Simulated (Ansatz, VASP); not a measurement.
# Cross-check of HfO2 between VASP and Ansatz, part 2 of 3

Wanted: the spread between two codes on one cell, functional and k mesh. The cell is taken from a series of runs on this material, whose earlier steps may have relaxed, scaled, displaced or heated it; both programs get it as it stands.

VASP 6.6.1 and Ansatz 0.2.0.

So far: Starting point; VASP: zone-centre phonons, LDA, pair 1.

### Step 3. Ansatz: zone-centre phonons, LDA, pair 1

Level of this step: Ansatz beside VASP: Kohn-Sham DFT, plane waves, LDA (Ansatz).

Ansatz runs on its PAW soft_1 files.

The same cell, functional (in two slightly different forms) and mesh now go to Ansatz, which takes its cutoff from its data sets.

Contents of input.yaml:

```yaml
crystal:
  lattice:
    - [0.0, 2.4670666155, 2.4670666155]
    - [2.4670666155, 0.0, 2.4670666155]
    - [2.4670666155, 2.4670666155, 0.0]
  atoms:
    - { symbol: O, position: [0.25, 0.25, 0.25] }
    - { symbol: O, position: [0.75, 0.75, 0.75] }
    - { symbol: Hf, position: [0.0, 0.0, 0.0] }
kpoints:
  mp_grid: { grid: [8, 8, 8] }
hamiltonian:
  xc: lda
  pseudopotentials: { kind: paw, azcp: { folder: soft_1 }, xc_functional: pbe }
scf:
  occupations: { method: fixed }
output:
  eigenvalues: true
phonons:
  method: dfpt
  dielectric: true
  rigid_motions: translations
```

On the command line:

```sh
ansatz run input.yaml --threads 4 --pin off --max-ram 10240MiB --backend cpu --events-out ev --progress --plain --runs-dir out
```

Numbers of over 12 decimals in the logs are rounded to 6 here.

Output:

```text
Engine: ansatz 0.2.0, aarch64-unknown-linux-gnu
Pseudopotentials: kind: paw
Pseudopotential: O, paw, valence charge 6, recommended cutoff 420 eV (normal), soft_1/O.paw.azcp
Pseudopotential: Hf, paw, valence charge 26, recommended cutoff 420 eV (normal), soft_1/Hf.paw.azcp
Functional definition: SPW92
  exchange = slater_x
  correlation = pw_c
Crystal: 3 atoms, lattice volume = 30.031 Å³
Basis set: ecut = 420 eV, 561 PW (Γ), exchange–correlation on 48×48×48 points (8 copies of the dense FFT grid, shifted against one another)
Bands: 23, of which v1, the nominal top of the filled ones, is band 19 counted from 1 (18 counted from 0)
Symmetry: 48 space group operations
k-points: 95 of 512 (irreducible under 4 space group operations, time reversal used)
Non-local potential: O, projectors of the file, l = 0: 2, l = 1: 2, l = 2: 1
Non-local potential: Hf, projectors of the file, l = 0: 3, l = 1: 2, l = 2: 2, l = 3: 3
PAW form: soft (Blöchl's): semilocal exchange-correlation on the pseudo side does not see the compensation charge
PAW frozen core: O, regenerated for the run's functional, and the local potential with it (the file was generated under x = pbe(κ = 0.804, μ = 0.219515), c = pbe(β = 0.066725))
PAW frozen core: Hf, regenerated for the run's functional, and the local potential with it (the file was generated under x = pbe(κ = 0.804, μ = 0.219515), c = pbe(β = 0.066725))
PAW one-centre angular grid: O, 110 points (default); XC on 64 Gauss nodes
PAW one-centre angular grid: Hf, 590 points (default); XC on 64 Gauss nodes
Initial density: superposition of atomic densities (chi_scale 0.1, normalization cell, long waves kept (reshape's long-wave potential 0.00 eV rms))
Initial wavefunctions: pseudopotential atomic-orbital guess
Functional: x = slater, c = lda
SCF iter   1: F=—  HF=-16594.282647 eV  |F-HF|=—  |Δ(HF+E_count)|=         —  Δρ=9.13e-2  dr2=1.95e0  ethr=3.10e-3  ⟨swp⟩=4.1  Hψ=7317  notcnv=0  defer=179
preconditioner: auto → none  [insulator: Δε(μ)=3.258 eV  Ē_g=19.651 eV  n_scr=14 (ndim 8)  ℏωp=40.7 eV  f_vac=0.000  ε∞_Penn≈5.3]
SCF iter   2: F=—  HF=-16593.657161 eV  |F-HF|=—  |Δ(HF+E_count)|=   6.25e-1  Δρ=3.40e-2  dr2=2.73e-1  ethr=3.10e-3  ⟨swp⟩=2.3  Hψ=5129  notcnv=0  defer=166
SCF iter   3: F=—  HF=-16593.595246 eV  |F-HF|=—  |Δ(HF+E_count)|=   6.19e-2  Δρ=2.53e-2  dr2=1.08e-1  ethr=7.19e-4  ⟨swp⟩=2.1  Hψ=3805  notcnv=0  defer=190
SCF iter   4: F=—  HF=-16593.570354 eV  |F-HF|=—  |Δ(HF+E_count)|=   2.49e-2  Δρ=5.49e-3  dr2=4.49e-3  ethr=2.85e-4  ⟨swp⟩=2.3  Hψ=4285  notcnv=0  defer=190
SCF iter   5: F=—  HF=-16593.572428 eV  |F-HF|=—  |Δ(HF+E_count)|=   2.07e-3  Δρ=2.67e-3  dr2=6.89e-4  ethr=1.18e-5  ⟨swp⟩=2.0  Hψ=4502  notcnv=0  defer=190
SCF iter   6: F=—  HF=-16593.572765 eV  |F-HF|=—  |Δ(HF+E_count)|=   3.37e-4  Δρ=2.29e-4  dr2=4.71e-6  ethr=1.81e-6  ⟨swp⟩=2.0  Hψ=3528  notcnv=0  defer=186
SCF iter   7: F=—  HF=-16593.572767 eV  |F-HF|=—  |Δ(HF+E_count)|=   2.44e-6  Δρ=1.27e-5  dr2=1.45e-8  ethr=1.24e-8  ⟨swp⟩=2.6  Hψ=3604  notcnv=0  defer=5
SCF iter   8: F=—  HF=-16593.572768 eV  |F-HF|=—  |Δ(HF+E_count)|=   1.09e-6  Δρ=1.39e-6  dr2=1.89e-10  ethr=3.82e-11  ⟨swp⟩=3.0  Hψ=4655  notcnv=0  defer=4
SCF iter   9: F=-16593.572768 eV  HF=-16593.572768 eV  |F-HF|=1.82e-11  |Δ(HF+E_count)|=  1.82e-11  Δρ=2.55e-7  dr2=7.53e-12  ethr=1.00e-12  ⟨swp⟩=8.2  Hψ=14105  notcnv=0
SCF 1 converged in 9 iterations: F = -16593.572768 eV  dr2 = 7.53e-12
  greatest PAW one-centre occupation: 0.999 electrons in one spin orbital (limit 2), on the Hf atom at site 2 (counted from 0), in its partial waves of l = 3
DFPT response loops at Γ: preconditioner auto → none (the input reference at scf.mixing.eps_inf says where Resta's filter doesn't serve); β = 0.50; Broyden in place of MSR1
SCF converged after 9 iterations
Free energy (F): -16593.572768 eV
Harris-Foulkes:  -16593.572768 eV  (|F-HF|=1.82e-11)
Internal energy: -16593.572768 eV  (E = F + TS)
E sigma→0 (E₀):  -16593.572768 eV
Fermi energy:    16.055222 eV
--- Per-component energies (eV) ---
  E_band       = 58.196543
  E_kinetic    = 748.089109
  E_local      = -6751.367917  (includes V_loc(G=0)·N_el)
  E_nonlocal   = 188.348956
  E_hartree    = 3237.339243
  E_xc         = -407.054398
  E_vxc        = -438.530734  (∫ρ·V_xc dr)
  E_paw        = -7762.654764  (= ΣΔE_a)
  E_vpaw       = -163.023171  (= ΣTr[D̂ρ^β])
  E_aug_tail   = 0.001661  (compensation charges beyond the density's cutoff)
  E_ewald      = -5848.925590
  E_core_change = 2.650931  (= ΣΔE_core)
  E_smearing   = -0.000000  (= −TS)
  E_closure    = 0.000000  (closes the sum)
  Σ components = -16593.572768   (vs F -16593.572768, Δ=0.00e0)
--- Band table (eV; the first three rows and the last of 95) ---
  k-point 0: bands = [... 15 lower, 10.0500, 15.3879, 15.3879, 15.3879, 19.8936, 19.8936, 22.2971, 27.4427]
  k-point 1: bands = [... 15 lower, 10.5795, 14.9176, 15.0512, 15.0512, 20.2486, 20.2486, 22.8895, 26.5914]
  k-point 2: bands = [... 15 lower, 11.7467, 13.9673, 14.4753, 14.4753, 20.7648, 20.7648, 23.4107, 26.0025]
  k-point 94: bands = [... 15 lower, 13.2496, 13.2496, 14.4317, 15.8168, 20.9859, 21.3793, 23.7821, 23.7821]
--- Phonons (Γ-DFPT): 2 representative perturbations + reference, on 95 of 512 k-points (Σ response iterations 9) ---
  k mesh reduced under 4 symmetry operations, with k and −k counted as one. Each operation leaves every solved perturbation unchanged. A smaller set is not considered because the run solves the response to a homogeneous field
  ASR residual: 1.205e-4 → 0.000e0 eV/Å²; symmetrization residual: 7.115e-7 eV/Å²
  ASR residual per site (eV/Å²): 1.20e-4 1.20e-4 2.87e-5
  Γ frequencies (cm⁻¹): 0.00 0.00 0.00 289.46 289.46 289.46 634.03 634.03 634.03
  ε∞ (high-frequency dielectric tensor):
        5.389792     0.000000    -0.000000
        0.000000     5.389792     0.000000
        0.000000     0.000000     5.389792
  ε⁰ (static dielectric tensor: ions relaxed, cell fixed):
       28.086769     0.000000    -0.000000
        0.000000    28.086769     0.000000
       -0.000000     0.000000    28.086769
  ε⁰ − ε∞ (ionic part):
       22.696977     0.000000    -0.000000
        0.000000    22.696977     0.000000
       -0.000000     0.000000    22.696977
  softest optical mode at Γ: 289.46 cm⁻¹; the repairs (sum rule, projections) moved no ω² at Γ by more than (1.47 cm⁻¹)²
  Born effective charges Z* (e; rows j = field, columns β = displacement):
    site 0:
        -2.80591    0.00000   -0.00000
        -0.00000   -2.80591   -0.00000
         0.00000    0.00000   -2.80591
    site 1:
        -2.80591    0.00000   -0.00000
        -0.00000   -2.80591   -0.00000
         0.00000    0.00000   -2.80591
    site 2:
         5.61182   -0.00000    0.00000
         0.00000    5.61182    0.00000
         0.00000   -0.00000    5.61182
  Z* charge neutrality: 2.424e-5 e pre-enforcement
  k-mesh period / interband length: 27.9 Å / 1.35 Å = 20.71 at k = (0.0000, 0.0000, 0.0000), direct gap 4.506 eV — 14 or more, which is no proof of convergence
  optical modes at Γ without the LO–TO term, one row a degenerate level:
      ω (cm⁻¹)  modes    IR ((D/Å)²/amu)
        289.46      3            80.3309
        634.03      3             0.0000
  optical modes at Γ + LO–TO along q̂ = [1.0000, 0.0000, 0.0000]:
      ω (cm⁻¹)  modes    IR ((D/Å)²/amu)
        289.46      2            53.5540
        634.03      3             0.0000
        660.78      1            26.7770
  optical modes at Γ + LO–TO along q̂ = [0.0000, 1.0000, 0.0000]:
      ω (cm⁻¹)  modes    IR ((D/Å)²/amu)
        289.46      2            53.5540
        634.03      3             0.0000
        660.78      1            26.7770
  optical modes at Γ + LO–TO along q̂ = [0.0000, 0.0000, 1.0000]:
      ω (cm⁻¹)  modes    IR ((D/Å)²/amu)
        289.46      2            53.5540
        634.03      3             0.0000
        660.78      1            26.7770
```

### Step 4. Side by side

Known differences besides the potentials themselves: fixed occupations in Ansatz, narrow Gaussian smearing in VASP; the data sets hold 38 valence electrons in Ansatz (on its PAW soft_1 files) and 22 in VASP; the cutoff is 420 eV in Ansatz and 600 eV in VASP; VASP's log shows a relativistic correction to its local exchange, Ansatz's none. Total energies have different zeros and are not compared.

The two programs side by side:

| quantity | Ansatz | VASP | difference |
| --- | --- | --- | --- |
| ε∞ xx | 5.39 | 5.32 | +1.27 % |
| ε∞ yy | 5.39 | 5.32 | +1.27 % |
| ε∞ zz | 5.39 | 5.32 | +1.27 % |
| Born charge of O1 (mean of the diagonal) (e) | -2.81 | -2.78 | -0.02 |
| Born charge of Hf3 (mean of the diagonal) (e) | 5.61 | 5.57 | +0.04 |
| optical mode 1 to 3 (cm⁻¹) | 289.5 | 289.0 | +0.16 % |
| optical mode 4 to 6 (cm⁻¹) | 634.0 | 632.8 | +0.19 % |

Modes are paired by rising frequency, not by their patterns, so a pair may set unlike modes beside each other; they are those without the splitting of longitudinal modes.

### Step 5. VASP: zone-centre phonons, LDA, pair 2

Second derivatives magnify differences that forces hide, and they need a tight electronic threshold. The cell compared in this pair holds 30.66 Å³, against 30.03 Å³ for the pair before.

Contents of INCAR:

```
SYSTEM = HfO2
PREC = Accurate
ENCUT = 600
EDIFF = 1E-08
NELM = 120
ISMEAR = 0
SIGMA = 0.01
LREAL = .FALSE.
ALGO = Normal
GGA = PW92
NBANDS = 17
LASPH = .TRUE.
LORBIT = 11
LWAVE = .FALSE.
LCHARG = .FALSE.
ISIF = 2
IBRION = 8
LEPSILON = .TRUE.
GGA_COMPAT = .FALSE.
EFERMI = MIDGAP
KPAR = 2
```

Contents of POSCAR:

```
HfO2
1.0
    0.0000000000      2.4840814057      2.4840814057
    2.4840814057      0.0000000000      2.4840814057
    2.4840814057      2.4840814057      0.0000000000
O Hf
2 1
Direct
    0.2500000000      0.2500000000      0.2500000000
    0.7500000000      0.7500000000      0.7500000000
    0.0000000000      0.0000000000      0.0000000000
```

Contents of KPOINTS:

```
Automatic mesh
0
Gamma
8 8 8
0 0 0
```

PAW data sets: O and Hf_pv (LDA family, release 64).

On the command line:

```sh
mpirun -np 2 vasp_std
```

Output:

```text
[banner, memory and clock lines left out]
running    2 mpi-ranks, on    1 nodes
[...]
[... a notice as in an earlier step ...]

 LDA part: xc-table for (Slater(with rela. corr.)+PW92), standard interpolation
 POSCAR, INCAR and KPOINTS ok, starting setup
[...]
entering main loop
       N       E                     dE             d eps       ncg     rms          rms(c)
DAV:   1     0.962270140634E+02    0.96227E+02   -0.13790E+04   986   0.144E+03
DAV:   2    -0.349116788898E+02   -0.13114E+03   -0.12728E+03  1270   0.315E+02
DAV:   3    -0.386589970559E+02   -0.37473E+01   -0.37375E+01  1148   0.487E+01
DAV:   4    -0.386789728353E+02   -0.19976E-01   -0.19971E-01  1278   0.384E+00
[...]
DAV:  12    -0.330898554960E+02   -0.59157E-06   -0.57890E-06  1246   0.192E-02    0.229E-02
DAV:  13    -0.330898555659E+02   -0.69934E-07   -0.16606E-07  1262   0.357E-03    0.234E-03
DAV:  14    -0.330898555675E+02   -0.16200E-08   -0.23348E-09   768   0.465E-04
   1 F= -.33089856E+02 E0= -.33089856E+02  d E =0.000000E+00
[...]
RMM:  13    -0.361535303770E+00   -0.43956E-08   -0.34246E-08  6259   0.107E-04    0.628E-06
 first order change of Fermi-energy   0.22302E-04
 force on displaced ion       1 direction 1 : -12.852  -0.000  -0.000
 Born effective charge ion    1 direction 1 :  -2.779   0.000   0.000
 Linear response progress:
  Degree of freedom:   2/  2
       N       E                     dE             d eps       ncg     rms          rms(c)
RMM:   1    -0.229986119933E+00   -0.22999E+00    0.22543E+00  2471   0.954E+00
RMM:   2    -0.221918772655E+00    0.80673E-02   -0.27696E-02  3027   0.114E+00    0.910E-01
RMM:   3    -0.221142258967E+00    0.77651E-03   -0.10155E-03  3662   0.150E-01    0.475E-01
RMM:   4    -0.220540667581E+00    0.60159E-03   -0.10956E-04  3945   0.590E-02    0.214E-01
[...]
RMM:  13    -0.220230073687E+00   -0.71596E-08   -0.30798E-07  3874   0.112E-04    0.258E-05
RMM:  14    -0.220230078119E+00   -0.44324E-08   -0.22738E-07  3602   0.108E-04    0.151E-05
RMM:  15    -0.220230079541E+00   -0.14220E-08   -0.75940E-08  3260   0.106E-04    0.812E-06
 first order change of Fermi-energy   0.94168E-04
 force on displaced ion       3 direction 1 :  -7.120   0.000   0.000
 Born effective charge ion    3 direction 1 :   5.559   0.000   0.000
 Born effective charges drift removed
 Linear response finished
```

From OUTCAR (step 5):

```text
  Total        0.3576170      0.3576170      0.3576170     -0.0000000      0.0000000     -0.0000000
  in kB       18.6896525     18.6896525     18.6896525     -0.0000000      0.0000000     -0.0000000
  external PRESSURE =      18.6896525 kB  Pullay stress =       0.0000000 kB

 POSITION                                       TOTAL-FORCE (eV/Angst)
 -----------------------------------------------------------------------------------
      1.24204      1.24204      1.24204        -0.000000     -0.000000     -0.000000
      3.72612      3.72612      3.72612         0.000000      0.000000      0.000000
      0.00000      0.00000      0.00000         0.000000      0.000000      0.000000
 -----------------------------------------------------------------------------------
    total drift:                                0.000000      0.000000      0.000000

 MACROSCOPIC STATIC DIELECTRIC TENSOR (including local field effects in DFT)
 ------------------------------------------------------
           5.328214     0.000000     0.000000
           0.000000     5.328214     0.000000
          -0.000000    -0.000000     5.328214
 ------------------------------------------------------

 MACROSCOPIC STATIC DIELECTRIC TENSOR IONIC CONTRIBUTION
 ------------------------------------------------------
          25.591311     0.000000    -0.000000
           0.000000    25.591311    -0.000000
          -0.000000    -0.000000    25.591311
 ------------------------------------------------------

[... 1 part as in an earlier step ...]

[... 1 further part left out ...]
```

### Step 6. Ansatz: zone-centre phonons, LDA, pair 2

The same cell, functional (in two slightly different forms) and mesh now go to Ansatz, which takes its cutoff from its data sets.

The cell is taken from a series of runs on this material, whose earlier steps may have relaxed, scaled, displaced or heated it; both programs get it as it stands.

input.yaml, as its differences from that of step 3:

```diff
@@ -2,5 +2,5 @@
   lattice:
-    - [0.0, 2.4670666155, 2.4670666155]
-    - [2.4670666155, 0.0, 2.4670666155]
-    - [2.4670666155, 2.4670666155, 0.0]
+    - [0.0, 2.4840814057, 2.4840814057]
+    - [2.4840814057, 0.0, 2.4840814057]
+    - [2.4840814057, 2.4840814057, 0.0]
   atoms:
```

On the command line:

```sh
ansatz run input.yaml --threads 4 --pin off --max-ram 10240MiB --backend cpu --events-out ev --progress --plain --runs-dir out
```

Output:

```text
[...]
Crystal: 3 atoms, lattice volume = 30.657 Å³
Basis set: ecut = 420 eV, 609 PW (Γ), exchange–correlation on 48×48×48 points (8 copies of the dense FFT grid, shifted against one another)
Bands: 23, of which v1, the nominal top of the filled ones, is band 19 counted from 1 (18 counted from 0)
Symmetry: 48 space group operations
k-points: 95 of 512 (irreducible under 4 space group operations, time reversal used)
[...]
optical modes at Γ + LO–TO along q̂ = [1.0000, 0.0000, 0.0000]:
      ω (cm⁻¹)  modes    IR ((D/Å)²/amu)
[...]
optical modes at Γ + LO–TO along q̂ = [0.0000, 1.0000, 0.0000]:
      ω (cm⁻¹)  modes    IR ((D/Å)²/amu)
[...]
645.34      1            26.6650
  optical modes at Γ + LO–TO along q̂ = [0.0000, 0.0000, 1.0000]:
      ω (cm⁻¹)  modes    IR ((D/Å)²/amu)
        268.97      2            53.3300
        614.87      3             0.0000
        645.34      1            26.6650
[key lines of the parts left out:]
SCF converged after 9 iterations
Free energy (F): -16593.608833 eV
Fermi energy:    15.631665 eV
```

### Step 7. Side by side

What differs besides the data sets and the points named for the pairs above, as far as they apply: the data sets hold 38 valence electrons in Ansatz (on its PAW soft_1 files) and 22 in VASP. Total energies have different zeros and are not compared.

Both answers:

| quantity | Ansatz | VASP | difference |
| --- | --- | --- | --- |
| ε∞ xx | 5.39 | 5.33 | +1.18 % |
| ε∞ yy | 5.39 | 5.33 | +1.18 % |
| ε∞ zz | 5.39 | 5.33 | +1.18 % |
| Born charge of O1 (mean of the diagonal) (e) | -2.80 | -2.78 | -0.02 |
| Born charge of Hf3 (mean of the diagonal) (e) | 5.60 | 5.56 | +0.04 |
| optical mode 1 to 3 (cm⁻¹) | 269.0 | 267.4 | +0.57 % |
| optical mode 4 to 6 (cm⁻¹) | 614.9 | 613.3 | +0.25 % |

Modes are paired by rising frequency, not by their patterns, so a pair may set unlike modes beside each other; they are those without the splitting of longitudinal modes.

[end of part 2 of 3]

[Lines on the potential files, build, host, timing and source positions are cut from VASP's logs without a mark.]

[Logs are printed without paths, hosts, clocks, repeated set-up lines and the standing remarks that a program may print on its own settings, such as how far it seeks lower states.]

[Hosts, paths, dates, database ids (printed as entryN), source tags and the programs' standing remarks are cut or masked in the printed files.]
